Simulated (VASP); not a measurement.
Given:

```
WTe
1.0
    3.23025     0.00000     0.00000
   -1.61513     2.79748     0.00000
    0.00000     0.00000     9.14413
W Te
2 2
Cartesian
  0.00000   1.86499   0.36377
  1.61513   0.93249   4.93583
  0.00000   1.86499   3.06528
  1.61513   0.93249   7.63735
```

Method: PBEsol GGA, VASP's PBE PAW potentials (set 64) (plane waves; VASP). Run with 400 eV cut-off, Gaussian smearing of 0.050 eV, potentials W_sv Te.

### Question
Give the energies of bands 11 to 23 at the high-symmetry points, in eV from the Fermi level.

### Answer

```tsv
band	Γ	M	K	A	L	H
11	-8.18	-7.70	-6.38	-7.18	-7.54	-6.18
12	-6.00	-7.49	-6.16	-7.18	-7.54	-6.18
13	-3.08	-5.10	-6.16	-2.83	-4.90	-6.10
14	-2.73	-4.43	-5.94	-2.83	-4.90	-6.10
15	-1.51	-2.98	-4.17	-1.40	-2.79	-4.22
16	-1.51	-2.65	-4.17	-1.40	-2.79	-4.22
17	-1.28	-2.33	-1.54	-1.40	-2.25	-1.54
18	-1.28	-1.67	-1.53	-1.40	-2.25	-1.54
19	-0.03	-1.32	-1.04	0.16	-0.49	-1.33
20	-0.03	-0.59	-1.04	0.16	-0.49	-1.33
21	0.43	1.35	-0.02	0.16	2.09	0.82
22	0.43	2.40	1.40	0.16	2.09	0.82
23	2.16	2.58	1.40	3.44	2.50	1.97
```

It has no gap at this level: it comes out as a metal or semimetal.

The structure was generated: WTe was put into the wurtzite type (P6_3mc), which need not be its known phase. It was relaxed first, which changed the volume by -50 %.
